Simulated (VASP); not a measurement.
Consider the following.

```xyz
3
Lattice="0.0000 3.5008 3.5008 3.5008 0.0000 3.5008 3.5008 3.5008 0.0000" Properties=species:S:1:pos:R:3 pbc="T T T"
Sr     0.0000     0.0000     0.0000
Cl     1.7504     1.7504     1.7504
Cl     5.2512     5.2512     5.2512
```

The numbers are results of r2SCAN meta-GGA, VASP's PBE PAW potentials (set 64) (plane waves; VASP), not measurements. Run with 520 eV cut-off, 6×6×6 Γ-centred mesh, Gaussian smearing of 0.050 eV, potentials Sr_sv Cl.

**Question.** Give the energy at these volumes per atom, relative to the lowest: 26.84, 27.70, 28.56, 29.42, 30.27 Å³.

**Answer.** 14.2, 3.5, 0.0, 2.6, 10.3 meV/atom. A third-order Birch-Murnaghan fit gives B0 = 37.6 GPa and B0′ = 4.5.

Measured: a 6.974 Å (computed value off by +0.4 %), as given by Kanchana et al., Calculated structural, elastic and electronic properties of SrCl2 (2010). The calculation is for a static lattice, while the measured a holds thermal and zero-point effects, which are part of the difference.

The compound is SrCl2 in the fluorite structure. It was relaxed first.
